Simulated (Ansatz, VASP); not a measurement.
# SrLiH3 in two plane-wave programs, part 2 of 3

Aim: how closely do two programs agree when they are given the same cell, functional and k mesh? The cell is taken from a series of runs on this material, whose earlier steps may have relaxed, scaled, displaced or heated it; both programs get it as it stands.

VASP 6.6.1 and Ansatz 0.2.0.

So far: The structure; Ansatz: zone-centre phonons, PBEsol.

### Step 3. VASP: zone-centre phonons, PBEsol

Level of this step: PBEsol; plane waves and PAW (Li_sv, Sr_sv, H) (VASP).

The same cell, functional and mesh now go to VASP, with its own data sets.

Lines of VASP's logs that name or quote its potential files are left out, and so is its time.

The input, INCAR:

```
SYSTEM = SrLiH3
PREC = Accurate
ENCUT = 750
EDIFF = 1E-08
NELM = 120
ISMEAR = 0
SIGMA = 0.01
LREAL = .FALSE.
ALGO = Normal
GGA = PS
NBANDS = 14
LORBIT = 11
LWAVE = .FALSE.
LCHARG = .FALSE.
ISIF = 2
IBRION = 8
LASPH = .TRUE.
GGA_COMPAT = .FALSE.
EFERMI = MIDGAP
KPAR = 2
```

The input, POSCAR:

```
SrLiH3
1.0
    4.5924890000      0.0000000000      0.0000000000
    0.0000000000      4.5924890000      0.0000000000
    0.0000000000      0.0000000000      4.5924890000
Li Sr H
1 1 3
Direct
    0.0000000000      0.0000000000      0.0000000000
    0.5000000000      0.5000000000      0.5000000000
    0.0000000000      0.5000000000      0.5000000000
    0.5000000000      0.0000000000      0.5000000000
    0.5000000000      0.5000000000      0.0000000000
```

The input, KPOINTS:

```
Automatic mesh
0
Gamma
6 6 6
0 0 0
```

PAW data sets: Li_sv, Sr_sv and H (PBE family, release 64).

Launch:

```
mpirun -np 2 vasp_std
```

Log:

```text
[banner, memory and clock lines left out]
running    2 mpi-ranks, on    1 nodes
 distrk:  each k-point on    1 cores,    2 groups
 distr:  one band on    1 cores,    1 groups

 POSCAR found type information on POSCAR LiSrH
 POSCAR found :  3 types and       5 ions
|                                                                             |
|               ----> ADVICE to this user running VASP <----                  |
|                                                                             |
|     You enforced a specific xc type in the INCAR file but a different       |
|     [... a line on the potential file left out ...]
|     I HOPE YOU KNOW WHAT YOU ARE DOING!                                     |
|                                                                             |

 LDA part: xc-table for (Slater+PW92), standard interpolation
 POSCAR, INCAR and KPOINTS ok, starting setup
 FFT: planning ... GRIDC
 FFT: planning ... GRID_SOFT
 FFT: planning ... GRID
 WAVECAR not read
 entering main loop
       N       E                     dE             d eps       ncg     rms          rms(c)
DAV:   1     0.782505018886E+02    0.78251E+02   -0.74954E+03   560   0.128E+03
DAV:   2    -0.787501878619E+01   -0.86126E+02   -0.79465E+02   686   0.227E+02
DAV:   3    -0.153611294253E+02   -0.74861E+01   -0.74497E+01  1060   0.567E+01
DAV:   4    -0.156116588983E+02   -0.25053E+00   -0.25026E+00   760   0.934E+00
DAV:   5    -0.156157097664E+02   -0.40509E-02   -0.40507E-02   866   0.106E+00    0.256E+01
DAV:   6    -0.142525891009E+02    0.13631E+01   -0.80117E-01   704   0.403E+00    0.150E+01
DAV:   7    -0.138546050709E+02    0.39798E+00   -0.11692E+00   698   0.521E+00    0.199E+00
DAV:   8    -0.138456507452E+02    0.89543E-02   -0.20401E-01   764   0.208E+00    0.102E+00
DAV:   9    -0.138439847138E+02    0.16660E-02   -0.47898E-03   716   0.490E-01    0.331E-01
DAV:  10    -0.138432768974E+02    0.70782E-03   -0.36952E-03   740   0.322E-01    0.102E-01
DAV:  11    -0.138431970933E+02    0.79804E-04   -0.88203E-04   720   0.156E-01    0.693E-02
DAV:  12    -0.138431813794E+02    0.15714E-04   -0.51271E-05   776   0.505E-02    0.275E-02
DAV:  13    -0.138431788373E+02    0.25421E-05   -0.72519E-06   728   0.163E-02    0.652E-03
DAV:  14    -0.138431787938E+02    0.43450E-07   -0.13627E-06   838   0.624E-03    0.583E-03
DAV:  15    -0.138431787029E+02    0.90879E-07   -0.18418E-07   738   0.283E-03    0.237E-03
DAV:  16    -0.138431787415E+02   -0.38600E-07   -0.21687E-08   740   0.942E-04    0.330E-03
DAV:  17    -0.138431787458E+02   -0.42762E-08   -0.19352E-09   526   0.380E-04
   1 F= -.13843179E+02 E0= -.13843179E+02  d E =0.000000E+00
 Linear response reoptimize wavefunctions to high precision
DAV:   1    -0.138431787536E+02   -0.78112E-08   -0.29157E-10   582   0.117E-04
DAV:   2    -0.138431787537E+02   -0.39108E-10   -0.78344E-11   472   0.519E-05
 Linear response DOF=           4
 Linear response progress:
  Degree of freedom:   1/  4
       N       E                     dE             d eps       ncg     rms          rms(c)
RMM:   1    -0.149569803485E+00   -0.14957E+00   -0.58094E-02  1610   0.964E+00
RMM:   2    -0.152576650472E+00   -0.30068E-02   -0.18099E-02  2210   0.630E-01    0.164E-01
RMM:   3    -0.152179450793E+00    0.39720E-03   -0.32803E-03  2340   0.244E-01    0.893E-02
RMM:   4    -0.151748187959E+00    0.43126E-03   -0.87004E-05  2156   0.611E-02    0.991E-03
RMM:   5    -0.151809067949E+00   -0.60880E-04   -0.18592E-05  2554   0.265E-02    0.286E-03
RMM:   6    -0.152014159380E+00   -0.20509E-03   -0.86243E-06  2416   0.147E-02    0.765E-04
RMM:   7    -0.152047637169E+00   -0.33478E-04   -0.62541E-06  2559   0.735E-03    0.348E-04
RMM:   8    -0.152070174639E+00   -0.22537E-04   -0.83879E-06  2545   0.583E-03    0.115E-04
RMM:   9    -0.152077972024E+00   -0.77974E-05   -0.72432E-06  2632   0.492E-03    0.619E-05
RMM:  10    -0.152076530438E+00    0.14416E-05   -0.68920E-06  2666   0.442E-03    0.423E-05
RMM:  11    -0.152076901116E+00   -0.37068E-06   -0.60601E-06  2786   0.404E-03    0.267E-05
RMM:  12    -0.152076415387E+00    0.48573E-06   -0.59038E-06  2546   0.381E-03    0.646E-05
RMM:  13    -0.152077288270E+00   -0.87288E-06   -0.54939E-06  2385   0.362E-03    0.537E-05
RMM:  14    -0.152077536093E+00   -0.24782E-06   -0.50663E-06  2641   0.343E-03    0.734E-05
RMM:  15    -0.152077786778E+00   -0.25069E-06   -0.47030E-06  2659   0.329E-03    0.847E-05
RMM:  16    -0.152077740389E+00    0.46389E-07   -0.45108E-06  2540   0.315E-03    0.116E-04
RMM:  17    -0.152077898314E+00   -0.15792E-06   -0.40437E-06  2546   0.303E-03    0.130E-04
RMM:  18    -0.152077937819E+00   -0.39505E-07   -0.37684E-06  2393   0.290E-03    0.150E-04
RMM:  19    -0.152077971313E+00   -0.33494E-07   -0.39572E-06  2177   0.280E-03    0.168E-04
RMM:  20    -0.152078020322E+00   -0.49009E-07   -0.34692E-06  2064   0.268E-03    0.182E-04
RMM:  21    -0.152078118523E+00   -0.98201E-07   -0.27942E-06  2348   0.258E-03    0.189E-04
RMM:  22    -0.152078181205E+00   -0.62682E-07   -0.31345E-06  2177   0.247E-03    0.196E-04
 first order change of Fermi-energy   0.41052E-03
 force on displaced ion       1 direction 1 :   0.555   0.000   0.000
 Linear response progress:
  Degree of freedom:   2/  4
       N       E                     dE             d eps       ncg     rms          rms(c)
RMM:   1    -0.296974631100E+00   -0.29697E+00    0.85621E-01  1694   0.439E+00
RMM:   2    -0.300758507082E+00   -0.37839E-02   -0.34900E-02  2021   0.884E-01    0.200E-01
RMM:   3    -0.302495485711E+00   -0.17370E-02   -0.47312E-03  2287   0.319E-01    0.172E-01
RMM:   4    -0.302859351918E+00   -0.36387E-03   -0.73245E-04  2441   0.139E-01    0.649E-02
RMM:   5    -0.303091569377E+00   -0.23222E-03   -0.17613E-04  2465   0.608E-02    0.190E-02
RMM:   6    -0.303194271467E+00   -0.10270E-03   -0.38894E-05  2504   0.286E-02    0.693E-03
RMM:   7    -0.303159593260E+00    0.34678E-04   -0.13061E-05  2622   0.125E-02    0.226E-03
RMM:   8    -0.303153542660E+00    0.60506E-05   -0.46365E-06  2672   0.610E-03    0.111E-03
RMM:   9    -0.303141147686E+00    0.12395E-04   -0.23151E-05  2679   0.373E-03    0.774E-04
RMM:  10    -0.303136447697E+00    0.47000E-05   -0.51289E-06  2768   0.228E-03    0.118E-04
RMM:  11    -0.303136090966E+00    0.35673E-06   -0.83584E-06  2760   0.139E-03    0.119E-04
RMM:  12    -0.303136045417E+00    0.45549E-07   -0.28714E-06  2904   0.920E-04    0.165E-04
RMM:  13    -0.303136594693E+00   -0.54928E-06   -0.43091E-06  2592   0.656E-04    0.315E-04
RMM:  14    -0.303136216602E+00    0.37809E-06   -0.27466E-06  2666   0.478E-04    0.282E-04
[...]
RMM:  28    -0.303134386797E+00   -0.49069E-07   -0.80885E-07  2644   0.154E-04    0.470E-06
RMM:  29    -0.303134421089E+00   -0.34291E-07   -0.34587E-07  2634   0.153E-04    0.361E-06
RMM:  30    -0.303134400743E+00    0.20345E-07   -0.55214E-07  2368   0.152E-04    0.217E-06
RMM:  31    -0.303134394175E+00    0.65679E-08   -0.29123E-07  2125   0.152E-04    0.199E-06
RMM:  32    -0.303134385845E+00    0.83302E-08   -0.48878E-07  2210   0.152E-04    0.202E-06
RMM:  33    -0.303134390253E+00   -0.44078E-08   -0.20650E-07  2018   0.153E-04    0.960E-07
RMM:  34    -0.303134393544E+00   -0.32908E-08   -0.59588E-07  2016   0.153E-04    0.698E-07
RMM:  35    -0.303134395107E+00   -0.15634E-08    0.89747E-08  1813   0.154E-04    0.722E-07
 first order change of Fermi-energy   0.45927E-03
 force on displaced ion       2 direction 1 :  -6.850   0.000  -0.000
 Linear response progress:
  Degree of freedom:   3/  4
       N       E                     dE             d eps       ncg     rms          rms(c)
RMM:   1    -0.160813490999E-01   -0.16081E-01    0.24281E-03  2296   0.486E-01
RMM:   2    -0.161450552579E-01   -0.63706E-04   -0.95126E-04  2275   0.830E-02    0.345E-01
RMM:   3    -0.165138873999E-01   -0.36883E-03   -0.23422E-04  2199   0.536E-02    0.183E-01
RMM:   4    -0.171666717991E-01   -0.65278E-03   -0.10801E-04  2114   0.441E-02    0.948E-03
RMM:   5    -0.172631106518E-01   -0.96439E-04   -0.16826E-05  2376   0.133E-02    0.370E-03
RMM:   6    -0.172782829900E-01   -0.15172E-04   -0.24826E-06  2472   0.464E-03    0.303E-03
RMM:   7    -0.172780039366E-01    0.27905E-06   -0.48118E-07  2358   0.214E-03    0.179E-03
RMM:   8    -0.172816854388E-01   -0.36815E-05    0.12140E-06  2581   0.944E-04    0.303E-04
RMM:   9    -0.172818377335E-01   -0.15229E-06   -0.20717E-06  2595   0.453E-04    0.199E-04
RMM:  10    -0.172819165066E-01   -0.78773E-07    0.15179E-06  2635   0.255E-04    0.403E-05
RMM:  11    -0.172817262739E-01    0.19023E-06   -0.10448E-06  2688   0.152E-04    0.647E-05
RMM:  12    -0.172817836172E-01   -0.57343E-07    0.53161E-07  2691   0.101E-04    0.194E-05
RMM:  13    -0.172817968201E-01   -0.13203E-07   -0.38760E-07  2673   0.761E-05    0.223E-05
RMM:  14    -0.172818290128E-01   -0.32193E-07    0.16420E-07  2523   0.628E-05    0.612E-06
RMM:  15    -0.172818404907E-01   -0.11478E-07   -0.13039E-07  2539   0.554E-05    0.216E-06
RMM:  16    -0.172818403315E-01    0.15917E-09    0.43769E-08  2065   0.506E-05    0.238E-06
 first order change of Fermi-energy   0.91937E-04
 force on displaced ion       3 direction 1 :  -6.148   0.000   0.000
 Linear response progress:
  Degree of freedom:   4/  4
       N       E                     dE             d eps       ncg     rms          rms(c)
RMM:   1    -0.162082291469E-01   -0.16208E-01   -0.94705E-03  3402   0.393E-01
RMM:   2    -0.161915676820E-01    0.16661E-04   -0.25970E-04  3543   0.704E-02    0.119E-01
RMM:   3    -0.165130900906E-01   -0.32152E-03   -0.10420E-04  3257   0.370E-02    0.586E-02
RMM:   4    -0.171811193739E-01   -0.66803E-03   -0.12970E-04  3250   0.431E-02    0.100E-02
RMM:   5    -0.172576242675E-01   -0.76505E-04   -0.66120E-06  3799   0.123E-02    0.429E-03
RMM:   6    -0.172476795520E-01    0.99447E-05   -0.12593E-06  3881   0.487E-03    0.169E-03
RMM:   7    -0.172497888006E-01   -0.21092E-05   -0.46601E-07  3972   0.270E-03    0.399E-04
RMM:   8    -0.172484767633E-01    0.13120E-05   -0.29499E-07  4167   0.127E-03    0.503E-04
RMM:   9    -0.172483189427E-01    0.15782E-06    0.30374E-07  4177   0.611E-04    0.350E-05
RMM:  10    -0.172485443620E-01   -0.22542E-06   -0.31571E-07  4442   0.288E-04    0.363E-05
RMM:  11    -0.172484931998E-01    0.51162E-07    0.23206E-07  4408   0.148E-04    0.198E-05
RMM:  12    -0.172484743422E-01    0.18858E-07   -0.12979E-07  4490   0.888E-05    0.514E-06
RMM:  13    -0.172484657647E-01    0.85775E-08    0.10916E-07  4416   0.548E-05    0.482E-06
RMM:  14    -0.172484617883E-01    0.39763E-08   -0.66355E-08  4463   0.375E-05    0.467E-06
 first order change of Fermi-energy  -0.13500E-03
 force on displaced ion       3 direction 2 :   0.000   0.517   0.000
 Linear response finished
```

(Part 2 of 3 ends here.)

[Lines on the potential files, build, host, timing and source positions are cut from VASP's logs without a mark.]

[Logs are printed without paths, hosts, clocks, repeated set-up lines and the standing remarks that a program may print on its own settings, such as how far it seeks lower states.]

[Hosts, paths, dates, database ids (printed as entryN), source tags and the programs' standing remarks are cut or masked in the printed files.]
